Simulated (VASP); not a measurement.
Data:

```
CELL_PARAMETERS angstrom
     -1.41565     1.41565     1.41565
      1.41565    -1.41565     1.41565
      1.41565     1.41565    -1.41565
ATOMIC_POSITIONS crystal
  Fe 0.00000 0.00000 0.00000
```
Starting moments (μB, in the order of the record's atoms Fe): 2.1.

These are PBE GGA with D3 dispersion (Becke-Johnson damping), VASP's PBE PAW potentials (set 64) (plane waves; VASP) values and carry that method's errors. Numerical set-up: 520 eV cut-off, 18×18×18 Γ-centred mesh, first-order Methfessel-Paxton smearing of 0.10 eV, potentials Fe.

Task: The job: Fe (bcc), 1 atom, PBE-D3(BJ), static run, 520 eV, 18×18×18 Γ-centred mesh. Roughly how much core time does it take on a busy server core?

Result: About 20 core-seconds (one run on a shared machine, a rough figure). It had 195 irreducible k-points, 9 bands, up to 321 plane waves and 15 electronic steps.

The compound is Fe in the bcc structure. This cell is one point of a volume scan, at 1.03 of the reference volume.
